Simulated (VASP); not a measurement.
These are r2SCAN meta-GGA, VASP's PBE PAW potentials (set 64) (plane waves; VASP) values and carry that method's errors.

VASP input:

### INCAR
```
# general
SYSTEM =Ge
PREC   =Accurate
ENCUT  =400   # plane-wave cut-off (eV)
LREAL  =.False.
LASPH  =.True.   # aspherical one-centre terms

# electronic loop
EDIFF  =1E-6   # SCF stop (eV)
NELM   =100   # most electronic steps
ALGO   =Normal   # blocked Davidson
LMAXMIX=4   # l cut-off of mixed one-centre charges
LMIXTAU=.True.

# smearing
ISMEAR =1   # Methfessel-Paxton
SIGMA  =0.1

# functional
METAGGA=R2SCAN

# ions
IBRION =2
NSW    =60
ISIF   =3
EDIFFG =-0.01

# output
LWAVE  =.False.
LCHARG =.False.
```

**POSCAR**
```
Ge
1.0
  2.6717115320   0.0000000000   0.0000000000
  0.0000000000   2.6717115320   0.0000000000
  0.0000000000   0.0000000000   2.6717115320
Ge
1
Cartesian
  0.0000000000   0.0000000000   0.0000000000
```

**KPOINTS**
```
K-points
0
Gamma
12 12 12
0 0 0
```

POTCAR, in this order: Ge_d (PBE.64 set). Program: vasp_std.

Output of the run:

File OUTCAR:
```
 ion  position               nearest neighbor table
   1  0.000  0.000  0.000-
  LATTYP: Found a simple cubic cell.
 ALAT       =     2.6717115320
 Subroutine PRICEL returns:
 Original cell was already a primitive cell.
 Subroutine GETGRP returns: Found 48 space group operations
The static configuration has the point symmetry O_h .
The dynamic configuration has the point symmetry O_h .
 Subroutine INISYM returns: Found 48 space group operations
 Subroutine IBZKPT returns following result:
 Found     84 irreducible k-points:

 Following reciprocal coordinates:
            Coordinates               Weight
  0.000000  0.000000  0.000000      1.000000
  0.083333  0.000000  0.000000      6.000000
  0.166667  0.000000  0.000000      6.000000
  0.250000  0.000000  0.000000      6.000000
  0.333333  0.000000  0.000000      6.000000
  0.416667  0.000000  0.000000      6.000000
  0.500000  0.000000  0.000000      3.000000
  0.083333  0.083333  0.000000     12.000000
  0.166667  0.083333  0.000000     24.000000
  0.250000  0.083333  0.000000     24.000000
...
```

File OSZICAR:
```
       N       E                     dE             d eps       ncg     rms          rms(c)
DAV:   1     0.379053759366E+02    0.37905E+02   -0.68404E+03  1954   0.313E+03
DAV:   2    -0.110296548475E+02   -0.48935E+02   -0.47484E+02  1907   0.349E+02
DAV:   3    -0.147719379081E+02   -0.37423E+01   -0.37196E+01  2100   0.674E+01
DAV:   4    -0.148272046206E+02   -0.55267E-01   -0.55255E-01  2010   0.905E+00
DAV:   5    -0.148279135002E+02   -0.70888E-03   -0.70887E-03  2124   0.111E+00    0.159E+00
DAV:   6    -0.133900985397E+02    0.14378E+01   -0.20608E-01  2088   0.102E+01    0.894E-01
DAV:   7    -0.135528616800E+02   -0.16276E+00   -0.69254E-02  1953   0.426E+00    0.430E-01
DAV:   8    -0.134900039037E+02    0.62858E-01   -0.28922E-02  1926   0.164E+00    0.661E-02
DAV:   9    -0.134927214012E+02   -0.27175E-02   -0.31190E-03  1887   0.525E-01    0.441E-02
DAV:  10    -0.134925550009E+02    0.16640E-03   -0.53601E-04  2202   0.580E-01    0.188E-02
DAV:  11    -0.134928694941E+02   -0.31449E-03   -0.25478E-04  1881   0.175E-01    0.117E-02
DAV:  12    -0.134929038707E+02   -0.34377E-04   -0.48839E-05  2142   0.138E-01    0.547E-03
DAV:  13    -0.134929273344E+02   -0.23464E-04   -0.32303E-05  2112   0.104E-01    0.257E-03
DAV:  14    -0.134929411771E+02   -0.13843E-04   -0.35068E-06  1896   0.290E-02    0.115E-03
DAV:  15    -0.134929416863E+02   -0.50916E-06   -0.86812E-07  1242   0.223E-02
   1 F= -.13492942E+02 E0= -.13492829E+02  d E =-.134929E+02
```

### OUTCAR
```
------------------------ aborting loop because EDIFF is reached ----------------------------------------
  FORCE on cell =-STRESS in cart. coord.  units (eV):
  Direction    XX          YY          ZZ          XY          YZ          ZX
  --------------------------------------------------------------------------------------
  Total       -0.0053949     -0.0053949     -0.0053949     -0.0000000      0.0000000     -0.0000000
  in kB       -0.4532374     -0.4532374     -0.4532374     -0.0000000      0.0000000     -0.0000000
  external PRESSURE =      -0.4532374 kB  Pullay stress =       0.0000000 kB
  volume of cell :       19.07
      direct lattice vectors                 reciprocal lattice vectors
     2.671711532  0.000000000  0.000000000     0.374291905  0.000000000  0.000000000
     0.000000000  2.671711532  0.000000000     0.000000000  0.374291905  0.000000000
     0.000000000  0.000000000  2.671711532     0.000000000  0.000000000  0.374291905
 POSITION                                       TOTAL-FORCE (eV/Angst)
 -----------------------------------------------------------------------------------
      0.00000      0.00000      0.00000         0.000000      0.000000      0.000000
 -----------------------------------------------------------------------------------
    total drift:                               -0.000000      0.000000     -0.000000
  FREE ENERGIE OF THE ION-ELECTRON SYSTEM (eV)
  ---------------------------------------------------
  free  energy   TOTEN  =       -13.4929416863 eV

  energy  without entropy=      -13.4926045601  energy(sigma->0) =      -13.49282931

 reached required accuracy - stopping structural energy minimisation
```
(Selected blocks of OUTCAR.)

The structure was generated: Ge was put into the simple-cubic type (Pm-3m), which need not be its known phase. It was relaxed first, which changed the volume by -13 %. The start is the result of an earlier pass.
